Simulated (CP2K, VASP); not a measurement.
The input files of a VASP run:

**INCAR**
```
ALGO=Normal
EDIFF=1E-6
EDIFFG=-0.01
ENCUT=400
GGA=PS
IBRION=2
ISIF=3
ISMEAR=0
LASPH=T
LCHARG=F
LREAL=F
LWAVE=F
NELM=100
NSW=50
PREC=Accurate
SIGMA=0.01
SYSTEM=F2
```

File KPOINTS:
```
Automatic
0
Gamma
 10 10 4
```

File POSCAR:
```
F2
3.0073090
  0.8500356964  -0.5267250555   0.0000000000
  0.8500356964   0.5267250555   0.0000000000
 -0.1869142812   0.0000000000   2.1938909503
F
4
direct
  0.5958300000   0.9153300000   0.5979600000
  0.4041700000   0.0846700000   0.4020400000
  0.0846700000   0.4041700000   0.9020400000
  0.9153300000   0.5958300000   0.0979600000
```

POTCAR, in this order: F (PBE.64 set). Program: vasp_std.

Problem. Write an input for CP2K that does the same calculation.

Solution. One input that does it (PBEsol, GPW, DZVP-MOLOPT-SR-GTH basis, GTH-PBE potentials (GTH_POTENTIALS)):
```
&GLOBAL
  PROJECT calc
  RUN_TYPE CELL_OPT
  PRINT_LEVEL LOW
&END GLOBAL
&FORCE_EVAL
  METHOD Quickstep
  STRESS_TENSOR ANALYTICAL
  &DFT
    BASIS_SET_FILE_NAME BASIS_MOLOPT
    POTENTIAL_FILE_NAME GTH_POTENTIALS
    &QS
      METHOD GPW
      EPS_DEFAULT 1E-10
      EXTRAPOLATION USE_GUESS
    &END QS
    &MGRID
      CUTOFF 550
      REL_CUTOFF 50
      NGRIDS 5
    &END MGRID
    &SCF
      SCF_GUESS ATOMIC
      EPS_SCF 1E-7
      MAX_SCF 100
      ADDED_MOS 6
      &DIAGONALIZATION
        ALGORITHM STANDARD
      &END DIAGONALIZATION
      &MIXING
        METHOD BROYDEN_MIXING
        ALPHA 0.2
        NBUFFER 10
        BETA 1.5
      &END MIXING
    &END SCF
    &KPOINTS
      SCHEME MACDONALD 10 10 4 0.05 0.05 0.125
    &END KPOINTS
    &XC
      &XC_FUNCTIONAL
        &PBE
          PARAMETRIZATION PBESOL
        &END PBE
      &END XC_FUNCTIONAL
    &END XC
    &PRINT
      &MO
        EIGENVALUES T
        OCCUPATION_NUMBERS T
        NDIGITS 8
        FILENAME mo
        &EACH
          QS_SCF 0
        &END EACH
        ADD_LAST NUMERIC
      &END MO
      &MULLIKEN OFF
      &END MULLIKEN
    &END PRINT
  &END DFT
  &SUBSYS
    &CELL
      A 3.00730900 0.00000000 0.00000000
      B 1.33861800 2.69295600 0.00000000
      C -0.47781300 -0.29607700 6.59770800
      PERIODIC XYZ
    &END CELL
    &COORD
      SCALED
      F        0.59583000     0.91533000     0.59796000
      F        0.40417000     0.08467000     0.40204000
      F        0.08467000     0.40417000     0.90204000
      F        0.91533000     0.59583000     0.09796000
    &END COORD
    &KIND F
      BASIS_SET DZVP-MOLOPT-SR-GTH
      POTENTIAL GTH-PBE-q7
    &END KIND
  &END SUBSYS
  &PRINT
    &FORCES ON
    &END FORCES
    &STRESS_TENSOR ON
    &END STRESS_TENSOR
  &END PRINT
&END FORCE_EVAL
&MOTION
  &CELL_OPT
    OPTIMIZER BFGS
    MAX_ITER 60
    MAX_FORCE 4E-4
    RMS_FORCE 3E-4
    EXTERNAL_PRESSURE [GPa] 0
    PRESSURE_TOLERANCE [bar] 200
  &END CELL_OPT
  &PRINT
    &CELL ON
    &END CELL
    &RESTART OFF
    &END RESTART
    &RESTART_HISTORY OFF
    &END RESTART_HISTORY
  &END PRINT
&END MOTION
```
Both are inputs of real runs that ended normally. What can't carry over is the choice of potentials or basis and its cut-off, and each code's defaults.

Fixed occupations appear in VASP as a very narrow Gaussian smearing.

The structure comes from a computed database's F2 entry; how it stands against other phases isn't given here.
